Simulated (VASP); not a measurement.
```
CELL_PARAMETERS angstrom
      1.60515    -2.78020     0.00000
      1.60515     2.78020     0.00000
      0.00000     0.00000     5.11346
ATOMIC_POSITIONS crystal
  Mg 0.33333 0.66667 0.25000
  Mg 0.66667 0.33333 0.75000
```

Computed with HSE06 screened hybrid (exact exchange on a k-mesh reduced by 4x4x2), VASP's PBE PAW potentials (set 64) (plane waves; VASP 6.6.1). Run with PREC = Normal, EDIFF = 1E-5, 400 eV cut-off, 16×16×8 Γ-centred mesh, first-order Methfessel-Paxton smearing of 0.10 eV, potentials Mg.

Exact exchange is summed on a reduced mesh (NKRED).

**Question.** Estimate the energy per atom (σ→0), band gap (on the k-mesh) with the smallest direct gap where there is one.

**Answer.** 
| Property | Value |
|---|---|
| band gap (on the k-mesh) | none (metal, semimetal or under 0.01 eV) |
| energy per atom (σ→0) | -1.532 eV/atom |

Total energies compare only between runs with the same potentials, cut-off and functional.

The compound is Mg in the hcp structure. It was relaxed first. The cell's shape comes from a PBE relaxation.
